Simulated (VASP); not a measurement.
Here is the system:

```yaml
crystal:
  lattice:
    - [4.41572, 0.00000, 0.00000]
    - [0.00000, 4.41572, 0.00000]
    - [0.00000, 0.00000, 2.84375]
  atoms:
    - { symbol: Cr, position: [0.00000, 0.00000, 0.00000], spin: 3.0 }
    - { symbol: Cr, position: [0.50000, 0.50000, 0.50000], spin: 3.0 }
    - { symbol: O, position: [0.30496, 0.30496, 0.00000] }
    - { symbol: O, position: [0.80496, 0.19504, 0.50000] }
    - { symbol: O, position: [0.19504, 0.80496, 0.50000] }
    - { symbol: O, position: [0.69504, 0.69504, 0.00000] }
```

All values below come from PBE GGA, VASP's PBE PAW potentials (set 64) (plane waves; VASP). Settings: 400 eV cut-off, 3×3×5 Γ-centred mesh, Fermi-Dirac smearing of 0.050 eV, potentials Cr_pv O.

At this cut-off the stress carries a Pulay error, which pulls relaxed volumes low. The moments were started parallel, and other spin orders were not tried in this run.

Task: What does the run give for the cell moment, energy per atom (σ→0), pressure, largest force, band gap (on the k-mesh) with the smallest direct gap where there is one?

Result: 
```json
{
  "band gap (on the k-mesh)": "none (metal, semimetal or under 0.01 eV)",
  "cell_moment": "4.00 μB",
  "energy per atom (σ→0)": "-8.382 eV/atom",
  "pressure": "5.12 GPa",
  "largest_force": "0.01501 Ry/bohr"
}
```

Task: Give the moment on each site (PAW-sphere projection).

Result: 
```csv
site,moment (μB)
Cr1,2.07
Cr2,2.07
O3,-0.06
O4,-0.06
O5,-0.06
O6,-0.06
```

Total energies compare only between runs with the same potentials, cut-off and functional.

The structure was generated: CrO2 was put into an ordered model structure, which need not be its known phase. The cell was not relaxed at this level. The k-mesh is coarse (spacing up to 0.47 per Å, 2π included), so the numbers may not be converged in it.
